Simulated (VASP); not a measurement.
A calculation with VASP 6.6.1 of DyIn3Cu2 (ASE script, structure typed inline):

run.py

```python
from ase import Atoms
from ase.calculators.vasp import Vasp
from ase.dft.bandgap import bandgap

atoms = Atoms(
    ['Dy', 'In', 'In', 'In', 'Cu', 'Cu'],
    cell=[[5.8241564107, 0.0, 0.0], [-2.9120782053, 5.0438674073, 0.0], [0.0, 0.0, 4.257596]],
    scaled_positions=[[0.0, 0.0, 0.0], [0.5, 0.0, 0.5], [0.5, 0.5, 0.5], [0.0, 0.5, 0.5], [0.6666666667, 0.3333333333, 0.0], [0.3333333333, 0.6666666667, 0.0]],
    pbc=True,
)
atoms.set_initial_magnetic_moments([5.0, 0.0, 0.0, 0.0, 0.6, 0.6])
calc = Vasp(
    directory='calc',
    xc='pbe',
    pp='PBE',
    setups={'base': 'minimal', 'Dy': '_3', 'In': '_d', 'Cu': '_pv'},
    prec='Accurate',
    encut=600,
    ediff=1e-07,
    ismear=0,
    sigma=0.05,
    lreal=False,
    lasph=True,
    nelm=150,
    algo='Normal',
    isif=2,
    lwave=False,
    lcharg=True,
    ispin=2,
    lorbit=11,
    lmaxmix=6,
    lelf=True,
    lvhar=True,
    kpts=[5, 5, 6],
    gamma=True,
)
atoms.calc = calc

print('energy (eV):', atoms.get_potential_energy())
print('free energy (eV):', atoms.get_potential_energy(force_consistent=True))
print('forces (eV/A):')
print(atoms.get_forces())
print('stress (eV/A^3, Voigt):', atoms.get_stress())
print('Fermi level (eV):', calc.get_fermi_level())
print('moment (muB):', atoms.get_magnetic_moment())
print('site moments (muB):', atoms.get_magnetic_moments())
gap, top, bottom = bandgap(calc)
print('band gap (eV):', gap, 'from (spin, k, band)', top, 'to', bottom)
```

Potentials or basis: VASP PAW PBE potentials, release 64 (Dy_3, In_d, Cu_pv), 4f in core.

Command:

```sh
$ python run.py
```

The cell comes from a database or a generator and needn't be the stable form of this composition.

Task: Write the same calculation in another form: native input, structure from a POSCAR.

Result: As run:

The input INCAR:

```
PREC = Accurate
ENCUT = 600
EDIFF = 1E-6
ISMEAR = 0
SIGMA = 0.05
LREAL = False
LASPH = True
NELM = 150
ALGO = Normal
ISIF = 2
LWAVE = False
LCHARG = True
ISPIN = 2
MAGMOM = 5 0 0 0 0.6 0.6
LORBIT = 11
LMAXMIX = 6
GGA = PE
LELF = True
LVHAR = True
```

KPOINTS

```
regular mesh
0
Gamma
  5 5 6
```

The input POSCAR:

```
DyIn3Cu2
1.0
    5.8241564107      0.0000000000      0.0000000000
   -2.9120782053      5.0438674073      0.0000000000
    0.0000000000      0.0000000000      4.2575960000
Dy In Cu
1 3 2
Cartesian
    0.0000000000      0.0000000000      0.0000000000
    2.9120782054      0.0000000000      2.1287980000
    1.4560391027      2.5219337036      2.1287980000
   -1.4560391026      2.5219337036      2.1287980000
    2.9120782057      1.6812891356      0.0000000000
   -0.0000000003      3.3625782717      0.0000000000
```

Potentials or basis: VASP PAW PBE potentials, release 64 (Dy_3, In_d, Cu_pv), 4f in core.

The run is started by

```bash
$ cat potpaw_PBE.64/Dy_3/POTCAR potpaw_PBE.64/In_d/POTCAR potpaw_PBE.64/Cu_pv/POTCAR > POTCAR
$ mpirun -np 1 vasp_std > vasp.out
```

Both were run:

|  | ASE script, structure typed inline | native input, structure from a POSCAR |
| --- | --- | --- |
| Pressure | 0.1 GPa | 0.1 GPa |
| Band gap on the k mesh | none (metal or under the smearing width) | none (metal or under the smearing width) |
| Net moment | 0.00 μB per cell | 0.05 μB per cell |
| Valence electrons inside the program's atomic spheres | Dy 7.54; In 11.54; Cu 15.34 | Dy 7.54; In 11.54; Cu 15.34 |

Keys that steer only the numerical path or the files written may differ.

Caveat: the magnetic or orbital state may not be the lowest; spin-orbit coupling is left out, which moves the levels of the heavy elements; the 4f electrons are frozen in the core as for a trivalent ion, so they carry no moment and show no levels.
